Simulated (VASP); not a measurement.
The system is SiMo3.

```
Si Mo
1.0
     5.24446    0.00000    0.00000
     0.00000    5.24446    0.00000
     0.00000    0.00000    5.24446
Si Mo
2 6
Cartesian
  0.0000 0.0000 0.0000
  2.6222 2.6222 2.6222
  1.3111 2.6222 0.0000
  3.9333 2.6222 0.0000
  0.0000 1.3111 2.6222
  0.0000 3.9333 2.6222
  2.6222 0.0000 1.3111
  2.6222 0.0000 3.9333
```

The cell was built by a generator and needn't be a form met in nature.

```yaml
Program: VASP 6.6.1
Task: relaxation of cell and atoms
Functional: PBE
Potentials_or_basis: VASP PAW PBE potentials, release 64 (Si, Mo_sv)
Cutoff: 520 eV
k_mesh: 3 × 3 × 3
Occupations: gaussian, width 0.15 eV
Spin: no spin polarisation
```

At the start: pressure -32.0 GPa; volume 18.03 Å³/atom.

Q: Where does the relaxation end?

A: Over 5 steps the energy falls by 396.2 meV/atom and the volume is 14.75 Å³/atom (-18.2 %); space group Pm-3n (No. 223, to 0.05 Å).

Step by step:
```tsv
step	energy change (eV)	largest force (eV/Å)	pressure (GPa)	volume (Å³)
1	0.0000	0.0000	-32.05	144.25
2	13.6817	0.0000	204.90	81.29
3	-3.1175	0.0000	-5.68	120.75
4	-3.1617	0.0000	-2.12	118.99
5	-3.1697	0.0000	-0.18	117.99
```

Final structure:
```xyz
8
Lattice="4.9048 0.0000 0.0000 0.0000 4.9048 0.0000 0.0000 0.0000 4.9048" Properties=species:S:1:pos:R:3 pbc="T T T"
Si    0.0000    0.0000    0.0000
Si    2.4524    2.4524    2.4524
Mo    1.2262    2.4524    0.0000
Mo    3.6786    2.4524    0.0000
Mo    0.0000    1.2262    2.4524
Mo    0.0000    3.6786    2.4524
Mo    2.4524    0.0000    1.2262
Mo    2.4524    0.0000    3.6786
```

Caveat: the k mesh is coarse (spacing up to 0.40 Å⁻¹), so the values aren't converged; the volume moved by over 15 % at a fixed basis, so the end points are rough.
